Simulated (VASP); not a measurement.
These are LDA (Ceperley-Alder, Perdew-Zunger), VASP's LDA PAW potentials (set 64) (plane waves; VASP 6.6.1) values and carry that method's errors.

A VASP calculation is set up with these files.

KPOINTS:
```
Automatic mesh
0
Gamma
12 12 12
0 0 0
```

INCAR:
```
# general
SYSTEM =AuZn
PREC   =Accurate
ENCUT  =520
LREAL  =.False.
LASPH  =.True.

# electronic loop
EDIFF  =1E-7
NELM   =100
ALGO   =Normal
LMAXMIX=6

# smearing
ISMEAR =1
SIGMA  =0.1

# ions
ISIF   =2

# output
LWAVE  =.False.
LCHARG =.False.
```

### POSCAR
```
AuZn
6.07390
  0.4999999614   0.0000000000   0.0000000000
  0.0000000000   0.4999999614   0.0000000000
  0.0000000000   0.0000000000   0.4999999614
Zn Au
1 1
Cart
  0.2499999807   0.2499999807   0.2499999807
  0.0000000000   0.0000000000   0.0000000000
```

POTCAR, in this order: Zn Au (LDA.64 set). Program: vasp_std.

The run wrote:

### OUTCAR
```
 ion  position               nearest neighbor table
   1  0.500  0.500  0.500-   2 2.63   2 2.63   2 2.63   2 2.63   2 2.63   2 2.63   2 2.63   2 2.63
  LATTYP: Found a simple cubic cell.
 ALAT       =     3.0369497656
 Subroutine PRICEL returns:
 Original cell was already a primitive cell.
 Subroutine GETGRP returns: Found 48 space group operations
The static configuration has the point symmetry O_h .
The dynamic configuration has the point symmetry O_h .
 Subroutine INISYM returns: Found 48 space group operations
 Subroutine IBZKPT returns following result:
 Found     84 irreducible k-points:

 Following reciprocal coordinates:
            Coordinates               Weight
  0.000000  0.000000  0.000000      1.000000
  0.083333  0.000000  0.000000      6.000000
  0.166667  0.000000  0.000000      6.000000
  0.250000  0.000000  0.000000      6.000000
  0.333333  0.000000  0.000000      6.000000
  0.416667  0.000000  0.000000      6.000000
  0.500000  0.000000  0.000000      3.000000
  0.083333  0.083333  0.000000     12.000000
  0.166667  0.083333  0.000000     24.000000
  0.250000  0.083333  0.000000     24.000000
  0.333333  0.083333  0.000000     24.000000
  0.416667  0.083333  0.000000     24.000000
  0.500000  0.083333  0.000000     12.000000
  0.166667  0.166667  0.000000     12.000000
  0.250000  0.166667  0.000000     24.000000
  0.333333  0.166667  0.000000     24.000000
  0.416667  0.166667  0.000000     24.000000
  0.500000  0.166667  0.000000     12.000000
  0.250000  0.250000  0.000000     12.000000
  0.333333  0.250000  0.000000     24.000000
  0.416667  0.250000  0.000000     24.000000
  0.500000  0.250000  0.000000     12.000000
  0.333333  0.333333  0.000000     12.000000
  0.416667  0.333333  0.000000     24.000000
  0.500000  0.333333  0.000000     12.000000
  0.416667  0.416667  0.000000     12.000000
  0.500000  0.416667  0.000000     12.000000
  0.500000  0.500000  0.000000      3.000000
  0.083333  0.083333  0.083333      8.000000
  0.166667  0.083333  0.083333     24.000000
  0.250000  0.083333  0.083333     24.000000
  0.333333  0.083333  0.083333     24.000000
  0.416667  0.083333  0.083333     24.000000
  0.500000  0.083333  0.083333     12.000000
  0.166667  0.166667  0.083333     24.000000
  0.250000  0.166667  0.083333     48.000000
  0.333333  0.166667  0.083333     48.000000
  0.416667  0.166667  0.083333     48.000000
  0.500000  0.166667  0.083333     24.000000
  0.250000  0.250000  0.083333     24.000000
   k-points           NKPTS =     84   k-points in BZ     NKDIM =     84   number of bands    NBANDS=     15
   number of dos      NEDOS =    301   number of ions     NIONS =      2
   total plane-waves  NPLWV =  13824
   dimension x,y,z NGX =    24 NGY =   24 NGZ =   24
   dimension x,y,z NGXF=    48 NGYF=   48 NGZF=   48
   ions per type =               1   1
   PREC   = accura    normal or accurate (medium, high low for compatibility)
   ISTART =      0    job   : 0-new  1-cont  2-samecut
   ICHARG =      2    charge: 1-file 2-atom 10-const
   ISPIN  =      1    spin polarized calculation?
   LNONCOLLINEAR =      F non collinear calculations
   LSORBIT =      F    spin-orbit coupling
   INIWAV =      1    electr: 0-lowe 1-rand  2-diag
   ENCUT  =  520.0 eV  38.22 Ry    6.18 a.u.   5.65  5.65  5.65*2*pi/ulx,y,z
   NELM   =    100;   NELMIN=  2; NELMDL= -5     # of ELM steps
   EDIFF  = 0.1E-06   stopping-criterion for ELM
   LREAL  =      F    real-space projection
   NLSPLINE    = F    spline interpolate recip. space projectors
   LMAXMIX     =    6 max onsite mixed and CHGCAR
   VOSKOWN=      0    Vosko Wilk Nusair interpolation
...
```

OSZICAR:
```
       N       E                     dE             d eps       ncg     rms          rms(c)
DAV:   1     0.128024988421E+03    0.12802E+03   -0.11981E+04  2608   0.205E+03
DAV:   2    -0.320962801289E+01   -0.13123E+03   -0.12733E+03  2632   0.354E+02
DAV:   3    -0.725376231666E+01   -0.40441E+01   -0.40128E+01  3066   0.711E+01
DAV:   4    -0.727988408843E+01   -0.26122E-01   -0.26120E-01  2898   0.485E+00
DAV:   5    -0.728015351985E+01   -0.26943E-03   -0.26943E-03  3129   0.521E-01    0.118E+01
DAV:   6    -0.675376482993E+01    0.52639E+00   -0.16376E+00  2660   0.157E+01    0.701E+00
DAV:   7    -0.671088259683E+01    0.42882E-01   -0.50320E-02  3424   0.489E+00    0.337E+00
DAV:   8    -0.669960575994E+01    0.11277E-01   -0.92058E-03  2898   0.116E+00    0.141E-01
DAV:   9    -0.669960198467E+01    0.37753E-05   -0.28730E-04  3205   0.334E-01    0.587E-02
DAV:  10    -0.669960699612E+01   -0.50114E-05   -0.26908E-05  3018   0.673E-02    0.200E-02
DAV:  11    -0.669960630816E+01    0.68796E-06   -0.24400E-06  2940   0.281E-02    0.286E-03
DAV:  12    -0.669960630590E+01    0.22583E-08   -0.64238E-08  1568   0.113E-02
   1 F= -.66996063E+01 E0= -.66994366E+01  d E =-.508987E-03
```

OUTCAR:
```
------------------------ aborting loop because EDIFF is reached ----------------------------------------
  FORCE on cell =-STRESS in cart. coord.  units (eV):
  Direction    XX          YY          ZZ          XY          YZ          ZX
  --------------------------------------------------------------------------------------
  Total        2.0331217      2.0331217      2.0331217     -0.0000000     -0.0000000      0.0000000
  in kB      116.2950250    116.2950250    116.2950250     -0.0000000     -0.0000000      0.0000000
  external PRESSURE =     116.2950250 kB  Pullay stress =       0.0000000 kB
  volume of cell :       28.01
      direct lattice vectors                 reciprocal lattice vectors
     3.036949766  0.000000000  0.000000000     0.329277755  0.000000000  0.000000000
     0.000000000  3.036949766  0.000000000     0.000000000  0.329277755  0.000000000
     0.000000000  0.000000000  3.036949766     0.000000000  0.000000000  0.329277755
 POSITION                                       TOTAL-FORCE (eV/Angst)
 -----------------------------------------------------------------------------------
      1.51847      1.51847      1.51847         0.000000      0.000000      0.000000
      0.00000      0.00000      0.00000         0.000000      0.000000      0.000000
 -----------------------------------------------------------------------------------
    total drift:                                0.000000      0.000000     -0.000000
  FREE ENERGIE OF THE ION-ELECTRON SYSTEM (eV)
  ---------------------------------------------------
  free  energy   TOTEN  =        -6.6996063059 eV

  energy  without entropy=       -6.6990973192  energy(sigma->0) =       -6.69943664
```
(Selected blocks of OUTCAR.)

The compound is AuZn in the CsCl type structure. This cell is one point of a volume scan, at 0.94 of the reference volume. The electron count is odd and the run is not spin-polarised, which forces a metal.
